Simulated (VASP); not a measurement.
A convergence study with VASP on Ca (space group Fm-3m): a few settings are varied, all else stays as given below, so the limit is that of these other settings.

```xyz
1
Lattice="0.0000 2.7984 2.7984 2.7984 0.0000 2.7984 2.7984 2.7984 0.0000" Properties=species:S:1:pos:R:3 pbc="T T T"
Ca     0.0000     0.0000     0.0000
```

The numbers are results of PBEsol GGA, VASP's PBE PAW potentials (set 64) (plane waves; VASP), not measurements. The last row used: 300 eV cut-off, 16×16×16 Γ-centred mesh, first-order Methfessel-Paxton smearing of 0.010 eV, potentials Ca_sv.

```json
[
 {"setting": "SIGMA = 1.0", "E (eV/atom)": "-2.1198", "pressure (GPa)": "-1.39", "irreducible k-points": "145"},
 {"setting": "SIGMA = 0.5", "E (eV/atom)": "-2.1317", "pressure (GPa)": "-1.37", "irreducible k-points": "145"},
 {"setting": "SIGMA = 0.3", "E (eV/atom)": "-2.1291", "pressure (GPa)": "-1.37", "irreducible k-points": "145"},
 {"setting": "SIGMA = 0.2", "E (eV/atom)": "-2.1275", "pressure (GPa)": "-1.36", "irreducible k-points": "145"},
 {"setting": "SIGMA = 0.1", "E (eV/atom)": "-2.1274", "pressure (GPa)": "-1.36", "irreducible k-points": "145"},
 {"setting": "SIGMA = 0.05", "E (eV/atom)": "-2.1274", "pressure (GPa)": "-1.36", "irreducible k-points": "145"},
 {"setting": "SIGMA = 0.02", "E (eV/atom)": "-2.1273", "pressure (GPa)": "-1.36", "irreducible k-points": "145"},
 {"setting": "SIGMA = 0.01", "E (eV/atom)": "-2.1272", "pressure (GPa)": "-1.36", "irreducible k-points": "145"}
]
```

Left out are rungs that failed or repeat a setting and relaxations that didn't move; long series are thinned to 24 rows.

The structure is a typed Ca crystal (space group no. 225). The cell was not relaxed at this level.
